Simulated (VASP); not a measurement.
```
Al2Au
1.0
    0.00000     3.02792     3.02792
    3.02792     0.00000     3.02792
    3.02792     3.02792     0.00000
Al Au
2 1
Direct
  0.25000   0.25000   0.25000
  0.75000   0.75000   0.75000
  0.00000   0.00000   0.00000
```

All values below come from PBE GGA, VASP's PBE PAW potentials (set 64) (plane waves; VASP). Numerical set-up: 480 eV cut-off, 8×8×8 Γ-centred mesh, first-order Methfessel-Paxton smearing of 0.10 eV, potentials Al Au.

**Question.** The ions, cell shape and volume at an external pressure of 2.0 GPa are relaxed. Give the cell that the relaxation ends in.

**Answer.** 
```
Al2Au
1.0
    0.00000     3.00845     3.00845
    3.00845     0.00000     3.00845
    3.00845     3.00845     0.00000
Al Au
2 1
Direct
  0.25000   0.25000   0.25000
  0.75000   0.75000   0.75000
  0.00000   0.00000   0.00000
```
Space group Fm-3m (225), at a tolerance of 0.03 Å.

**Question.** How do energy and volume change from the first to the last step?

**Answer.** The energy (σ→0) changes by +2.0 meV/atom and the volume by -1.9 %, in 3 ionic steps.

The compound is AuAl2 in the fluorite structure. This run relaxes it under an external pressure of 2 GPa. Symmetry was kept, so distortions that lower it aren't found. The electron count is odd and the run is not spin-polarised, which forces a metal.
